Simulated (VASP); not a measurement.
```yaml
crystal:
  lattice:
    - [6.15700, 0.00000, 0.00000]
    - [0.00000, 6.15700, 0.00000]
    - [0.00000, 0.00000, 6.15700]
  atoms:
    - { symbol: Cs, position: [0.00000, 0.00000, 0.00000] }
    - { symbol: Sn, position: [0.50000, 0.50000, 0.50000] }
    - { symbol: I, position: [0.50000, 0.00000, 0.50000] }
    - { symbol: I, position: [0.00000, 0.50000, 0.50000] }
    - { symbol: I, position: [0.50000, 0.50000, 0.00000] }
```

Calculation: PBEsol GGA, VASP's PBE PAW potentials (set 64) (plane waves; VASP). Run with 400 eV cut-off, 8×8×8 Γ-centred mesh, Gaussian smearing of 0.010 eV, potentials Cs_sv Sn_d I.

Unless said otherwise, spin-orbit coupling is left out, though it shifts the bands of the heavy elements here.

Task: Estimate the energy per atom (σ→0), band gap (on the k-mesh) with the smallest direct gap where there is one.

Result: 
The band gap (on the k-mesh) is 0.15 eV and the smallest direct gap (on the k-mesh) is 0.15 eV. The energy per atom (σ→0) is -3.018 eV/atom.

The absolute energy has meaning only against runs of the same code, potentials and settings.

The compound is CsSnI3 in the cubic perovskite structure, the ideal cubic form; the compound distorts at low or room temperature. It was relaxed first.
